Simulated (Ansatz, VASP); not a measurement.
**Cross-check of TaRu between VASP and Ansatz**

Wanted: the spread between two codes on one cell, functional and k mesh. The cell is taken from a series of runs on this material, whose earlier steps may have relaxed, scaled, displaced or heated it; both programs get it as it stands.

Calculated with Ansatz 0.2.0; plane waves, with VASP 6.6.1 beside it; relaxation of cell and atoms at PBEsol.

**1. The structure**

It takes space group R-3m (No. 166, trigonal). Conventional cell: a = 4.440 Å, b = 4.440 Å, c = 21.750 Å, α = 90.00°, β = 90.00°, γ = 120.00°. Nearest to Ta lie 8 Ru at 2.65 to 2.80 Å and 3 Ta at 3.09 Å. Nearest to Ta lie 8 Ru at 2.77 to 2.86 Å and 6 Ta at 3.09 Å. Nearest to Ta lie 8 Ru at 2.58 to 2.68 Å. Nearest to Ru lie 8 Ta at 2.58 to 2.77 Å. Nearest to Ru lie 8 Ta at 2.67 to 2.86 Å and 3 Ru at 2.99 Å. Farther neighbours are not listed.

Structure file:

```xyz
8
Lattice="-3.1394 0.0000 3.1394 -3.1394 3.1394 0.0000 -6.2788 -3.1394 -3.1394" Properties=species:S:1:pos:R:3 pbc="T T T"
Ta   -7.7963    1.6219    1.6219
Ta   -4.7091    1.5697    1.5697
Ta   -7.9007   -1.6219   -1.6219
Ta   -4.7091   -1.5697   -1.5697
Ru   -3.2202   -0.0808   -0.0808
Ru   -6.1980   -3.0586   -3.0586
Ru   -9.3374    0.0808    0.0808
Ru   -6.3596   -0.0808   -0.0808
```

**2. VASP: relaxation of cell and atoms, PBEsol**

The relaxed volume is the usual yardstick between codes: in a stiff, nearly cubic crystal its relative difference is about their pressure difference at one cell divided by the bulk modulus.

Lines of VASP's logs that name or quote its potential files are left out, and so is its time.

The input, INCAR:

```
SYSTEM = TaRu
PREC = Accurate
ENCUT = 500
EDIFF = 1E-07
NELM = 120
ISMEAR = 1
SIGMA = 0.2
LREAL = .FALSE.
ALGO = Normal
GGA = PS
NBANDS = 62
LASPH = .TRUE.
LORBIT = 11
LWAVE = .FALSE.
LCHARG = .FALSE.
ISIF = 3
IBRION = 2
NSW = 80
EDIFFG = -0.005
GGA_COMPAT = .FALSE.
NELMIN = 4
KPAR = 2
```

The input, POSCAR:

```
TaRu
1.0
   -3.1394050000      0.0000000000      3.1394050000
   -3.1394050000      3.1394050000      0.0000000000
   -6.2788110000     -3.1394050000     -3.1394050000
Ta Ru
4 4
Direct
    0.8791561091      0.8791561091      0.3625318760
    0.6250001135      0.6250001135      0.1249998626
    0.3708441180      0.3708441180      0.8874678491
    0.1250001135      0.1250001135      0.6249998626
    0.2435634545      0.2435634545      0.2693098397
    0.0064367726      0.0064367726      0.9806898854
    0.7564367660      0.7564367660      0.7306899053
    0.4935634611      0.4935634611      0.5193098198
```

The input, KPOINTS:

```
Automatic mesh
0
Gamma
10 10 10
0 0 0
```

The projector-augmented-wave data sets are Ta_pv and Ru_pv (PBE family, release 64).

Run with:

```
$ mpirun -np 2 vasp_std
```

Numbers of over 12 decimals in the logs are rounded to 6 here.

Output:

```text
[banner, memory and clock lines left out]
running    2 mpi-ranks, on    1 nodes
 distrk:  each k-point on    1 cores,    2 groups
 distr:  one band on    1 cores,    1 groups

 POSCAR found type information on POSCAR TaRu
 POSCAR found :  2 types and       8 ions
|                                                                             |
|               ----> ADVICE to this user running VASP <----                  |
|                                                                             |
|     You enforced a specific xc type in the INCAR file but a different       |
|     [... a line on the potential file left out ...]
|     I HOPE YOU KNOW WHAT YOU ARE DOING!                                     |
|                                                                             |

 LDA part: xc-table for (Slater+PW92), standard interpolation
 POSCAR, INCAR and KPOINTS ok, starting setup
 FFT: planning ... GRIDC
 FFT: planning ... GRID_SOFT
 FFT: planning ... GRID
 WAVECAR not read
 entering main loop
       N       E                     dE             d eps       ncg     rms          rms(c)
DAV:   1     0.118130466294E+04    0.11813E+04   -0.55611E+04 14384   0.170E+03
DAV:   2    -0.402089133396E+02   -0.12215E+04   -0.11895E+04 14940   0.544E+02
DAV:   3    -0.963572807655E+02   -0.56148E+02   -0.54074E+02 17294   0.110E+02
DAV:   4    -0.979526665345E+02   -0.15954E+01   -0.15683E+01 16924   0.162E+01
DAV:   5    -0.979966740644E+02   -0.44008E-01   -0.43942E-01 17768   0.245E+00    0.395E+01
DAV:   6    -0.942090062497E+02    0.37877E+01   -0.90525E+00 15086   0.162E+01    0.159E+01
DAV:   7    -0.943868949158E+02   -0.17789E+00   -0.11352E+01 17318   0.134E+01    0.109E+01
DAV:   8    -0.930844055089E+02    0.13025E+01   -0.62974E+00 17090   0.110E+01    0.184E+00
DAV:   9    -0.930758530339E+02    0.85525E-02   -0.44765E-01 17212   0.379E+00    0.165E+00
DAV:  10    -0.930501814641E+02    0.25672E-01   -0.14382E-01 17640   0.189E+00    0.737E-01
DAV:  11    -0.930458238897E+02    0.43576E-02   -0.21342E-02 18644   0.107E+00    0.243E-01
DAV:  12    -0.930455630057E+02    0.26088E-03   -0.17404E-03 17352   0.240E-01    0.109E-01
DAV:  13    -0.930455430262E+02    0.19979E-04   -0.39377E-04 18496   0.885E-02    0.446E-02
DAV:  14    -0.930455271765E+02    0.15850E-04   -0.60850E-05 17424   0.386E-02    0.892E-03
DAV:  15    -0.930455272958E+02   -0.11931E-06   -0.75735E-06 17964   0.116E-02    0.298E-03
DAV:  16    -0.930455270342E+02    0.26151E-06   -0.26848E-07 12450   0.317E-03    0.939E-04
DAV:  17    -0.930455269915E+02    0.42748E-07   -0.81011E-08  8728   0.128E-03
   1 F= -.93045527E+02 E0= -.93042560E+02  d E =-.930455E+02
[... from here on, the cycles between the ionic steps are left out ...]
   2 F= -.93118585E+02 E0= -.93115872E+02  d E =-.730581E-01
   4 F= -.93151810E+02 E0= -.93149461E+02  d E =-.332190E-01
   5 F= -.93152302E+02 E0= -.93149893E+02  d E =-.337108E-01
   6 F= -.93159143E+02 E0= -.93156984E+02  d E =-.684151E-02
   7 F= -.93163160E+02 E0= -.93161412E+02  d E =-.108588E-01
   8 F= -.93164011E+02 E0= -.93162304E+02  d E =-.850267E-03
   9 F= -.93164425E+02 E0= -.93162781E+02  d E =-.126501E-02
  10 F= -.93164281E+02 E0= -.93162646E+02  d E =0.144629E-03
 trial-energy change:    0.000145  1 .order    0.000152   -0.000329    0.000633
 step:   0.2775(harm=  0.2690)  dis= 0.00025  next Energy=   -93.164484 (dE=-0.583E-04)
 bond charge predicted
       N       E                     dE             d eps       ncg     rms          rms(c)
DAV:   1    -0.931672286663E+02   -0.29478E-02   -0.64950E-02 14390   0.182E+00    0.490E-01
DAV:   2    -0.931676347205E+02   -0.40605E-03   -0.35228E-02 16730   0.822E-01    0.424E-01
DAV:   3    -0.931646060208E+02    0.30287E-02   -0.14369E-02 16616   0.514E-01    0.995E-02
DAV:   4    -0.931644883758E+02    0.11764E-03   -0.10754E-03 15564   0.162E-01    0.382E-02
DAV:   5    -0.931644860023E+02    0.23735E-05   -0.83975E-05 17672   0.659E-02    0.317E-02
DAV:   6    -0.931644858241E+02    0.17820E-06   -0.28356E-05 17828   0.400E-02    0.221E-02
DAV:   7    -0.931644847180E+02    0.11062E-05   -0.90469E-06 17632   0.220E-02    0.612E-03
DAV:   8    -0.931644834879E+02    0.12301E-05   -0.37160E-06 17036   0.967E-03    0.200E-03
DAV:   9    -0.931644835614E+02   -0.73531E-07   -0.15073E-07 10364   0.198E-03
  11 F= -.93164484E+02 E0= -.93162843E+02  d E =-.581611E-04
 curvature:  -0.17 expect dE=-0.199E-06 dE for cont linesearch -0.451E-07
 trial: gam= 0.00000 g(F)=  0.770E-06 g(S)=  0.425E-06 ort =-0.118E-04 (trialstep = 0.685E+00)
 search vector abs. value=  0.120E-05
 reached required accuracy - stopping structural energy minimisation
```

From OUTCAR (step 2):

```text
ion  position               nearest neighbor table
   1  0.879  0.879  0.363-   5 2.65   5 2.65   5 2.65   7 2.67   6 2.77   8 2.80   8 2.80   8 2.80
                             2 3.09   2 3.09   2 3.09   4 3.19   4 3.19   4 3.19
   2  0.625  0.625  0.125-   5 2.77   6 2.77   5 2.77   5 2.77   6 2.77   6 2.77   8 2.86   7 2.86
                             1 3.09   1 3.09   3 3.09   3 3.09   3 3.09   1 3.09
   3  0.371  0.371  0.887-   6 2.65   6 2.65   6 2.65   8 2.67   5 2.77   7 2.80   7 2.80   7 2.80
                             2 3.09   2 3.09   2 3.09   4 3.19   4 3.19   4 3.19
   4  0.125  0.125  0.625-   6 2.58   5 2.58   7 2.68   8 2.68   8 2.68   8 2.68   7 2.68   7 2.68
                             3 3.19   3 3.19   1 3.19   1 3.19   3 3.19   1 3.19
   5  0.244  0.244  0.269-   4 2.58   1 2.65   1 2.65   1 2.65   3 2.77   2 2.77   2 2.77   2 2.77
                             8 3.14   8 3.14   8 3.14   6 3.31   6 3.31   6 3.31
   6  0.006  0.006  0.981-   4 2.58   3 2.65   3 2.65   3 2.65   1 2.77   2 2.77   2 2.77   2 2.77
                             7 3.14   7 3.14   7 3.14   5 3.31   5 3.31   5 3.31
   7  0.756  0.756  0.731-   1 2.67   4 2.68   4 2.68   4 2.68   3 2.80   3 2.80   3 2.80   2 2.86
                             8 2.99   8 2.99   8 2.99   6 3.14   6 3.14   6 3.14
   8  0.494  0.494  0.519-   3 2.67   4 2.68   4 2.68   4 2.68   1 2.80   1 2.80   1 2.80   2 2.86
                             7 2.99   7 2.99   7 2.99   5 3.14   5 3.14   5 3.14

  LATTYP: Found a trigonal (rhomboedric) cell.
 ALAT       =     7.6899407542
 COS(alpha) =     0.8333333510

 Subroutine GETGRP returns: Found 12 space group operations
 (whereof  6 operations were pure point group operations)

The static configuration has the point symmetry C_3v.
 The point group associated with its full space group is D_3d.

 Found    116 irreducible k-points:

   k-points           NKPTS =    116   k-points in BZ     NKDIM =    116   number of bands    NBANDS=     62

   dimension x,y,z NGX =    32 NGY =   32 NGZ =   56
   dimension x,y,z NGXF=    64 NGYF=   64 NGZF=  112

   ENCUT  =  500.0 eV  36.75 Ry    6.06 a.u.   8.09  8.09 14.02*2*pi/ulx,y,z

   NELECT =     100.0000    total number of electrons

 k-points in reciprocal lattice and weights: Automatic mesh
   0.00000000  0.00000000  0.00000000       0.001
   0.10000000  0.00000000  0.00000000       0.006
   0.20000000  0.00000000  0.00000000       0.006
   0.30000000  0.00000000 -0.00000000       0.006
   0.40000000  0.00000000  0.00000000       0.006
   0.50000000  0.00000000  0.00000000       0.003
   0.10000000  0.10000000  0.00000000       0.006
   0.20000000  0.10000000 -0.00000000       0.012
   0.30000000  0.10000000  0.00000000       0.012
[...]
-0.10000000 -0.10000000  0.40000000       0.006
   0.00000000  0.00000000  0.50000000       0.001

 average (electrostatic) potential at core
       1 -33.4618       2 -33.3526       3 -33.4618       4 -33.6078       5 -70.3818
       6 -70.3818       7 -70.4418       8 -70.4418

 E-fermi :   9.3884

 k-point     1 :       0.0000    0.0000    0.0000
  band No.  band energies     occupation
    ...
     46       7.2729      2.00000
     47       7.2729      2.00000
     48       7.4848      2.00000
     49       9.2007      2.03498
     50       9.2007      2.03498
     51      10.3001     -0.00000
     52      10.3001     -0.00000
     53      10.4575     -0.00000
     54      10.4575     -0.00000
     55      10.7665     -0.00000
    ...

 k-point     2 :       0.1000    0.0000    0.0000
  band No.  band energies     occupation
    ...
     46       7.2517      2.00000
     47       7.3881      2.00000
     48       7.4705      2.00000
     49       9.1830      2.05542
     50       9.2441      1.93418
     51      10.1023     -0.00001
     52      10.2099     -0.00000
     53      10.3383     -0.00000
     54      10.3434     -0.00000
     55      10.6470     -0.00000
    ...

 k-point     3 :       0.2000    0.0000    0.0000
  band No.  band energies     occupation
    ...
     46       7.2822      2.00000
     47       7.4455      2.00000
     48       7.6542      2.00000
     49       9.1330      2.07014
     50       9.1536      2.07006
     51       9.7619     -0.02395
     52      10.0618     -0.00002
     53      10.0636     -0.00002
     54      10.1890     -0.00000
     55      10.3196     -0.00000
    ...

  Total        0.0036424      0.0036424      0.0036424      0.0022638      0.0022638      0.0022638
  in kB        0.0469193      0.0469193      0.0469193      0.0291613      0.0291613      0.0291613
  external PRESSURE =       0.0469193 kB  Pullay stress =       0.0000000 kB

  energy-cutoff  :      500.00
  volume of cell :      124.38
      direct lattice vectors                 reciprocal lattice vectors
    -3.121425199 -0.000000004  3.121425191    -0.080677195 -0.080677195  0.239689285
    -3.121425199  3.121425191 -0.000000004    -0.080677195  0.239689285 -0.080677195
    -6.336186491 -3.214760286 -3.214760286    -0.078334870 -0.078334870 -0.078334870

 POSITION                                       TOTAL-FORCE (eV/Angst)
 -----------------------------------------------------------------------------------
     -7.76495      1.59933      1.59933        -0.001366     -0.001366     -0.001366
     -4.69380      1.54905      1.54905         0.000000     -0.000000     -0.000000
     -7.95885     -1.71599     -1.71599         0.001366      0.001366      0.001366
     -4.74047     -1.61905     -1.61905         0.000000     -0.000000     -0.000000
     -3.26354     -0.14212     -0.14212         0.000871      0.000871      0.000871
     -6.21740     -3.09598     -3.09598        -0.000871     -0.000871     -0.000871
     -9.38796     -0.02369     -0.02369        -0.000190     -0.000190     -0.000190
     -6.33583     -0.09298     -0.09298         0.000190      0.000190      0.000190
 -----------------------------------------------------------------------------------
    total drift:                                0.001785     -0.000156     -0.000156

  FREE ENERGIE OF THE ION-ELECTRON SYSTEM (eV)
  ---------------------------------------------------
  free  energy   TOTEN  =       -93.1644835614 eV

  energy  without entropy=      -93.1595605139  energy(sigma->0) =      -93.16284255

 reached required accuracy - stopping structural energy minimisation

 total charge
# of ion       s       p       d       tot
------------------------------------------
    1        0.384   6.215   2.287   8.887
    2        0.368   6.190   2.280   8.838
    3        0.384   6.215   2.287   8.887
    4        0.403   6.245   2.293   8.941
    5        0.430   6.284   6.135  12.849
    6        0.430   6.284   6.135  12.849
    7        0.381   6.285   6.060  12.727
    8        0.381   6.285   6.060  12.727
--------------------------------------------------
tot          3.163  50.004  33.537  86.704

[... 3 further parts left out ...]
```

CONTCAR:

```
TaRu
   1.00000000000000
    -3.1214251987607051   -0.0000000041300768    3.1214251905005499
    -3.1214251987607051    3.1214251905005499   -0.0000000041300768
    -6.3361864908761740   -3.2147602855554642   -3.2147602855554642
  Ta              Ru
     4     4
Direct
     0.8807666131383975    0.8807666131383975    0.3577003638842947
     0.6250001135000005    0.6250001135000005    0.1249998625999993
     0.3692336139616055    0.3692336139616055    0.8922993612157020
     0.1250001135000005    0.1250001135000005    0.6249998625999993
     0.2406952647829110    0.2406952647829110    0.2779144088516929
     0.0093049623170848    0.0093049623170848    0.9720853162483040
     0.7536280404691706    0.7536280404691706    0.7391160818942276
     0.4963721866308323    0.4963721866308323    0.5108836432057692
```

The run keeps the 12 symmetry operations of its start, so it cannot find a distortion of lower symmetry.

(Continued in part 2 of 2.)

[Lines on the potential files, build, host, timing and source positions are cut from VASP's logs without a mark.]

[Logs are printed without paths, hosts, clocks, repeated set-up lines and the standing remarks that a program may print on its own settings, such as how far it seeks lower states.]

[Hosts, paths, dates, database ids (printed as entryN), source tags and the programs' standing remarks are cut or masked in the printed files.]
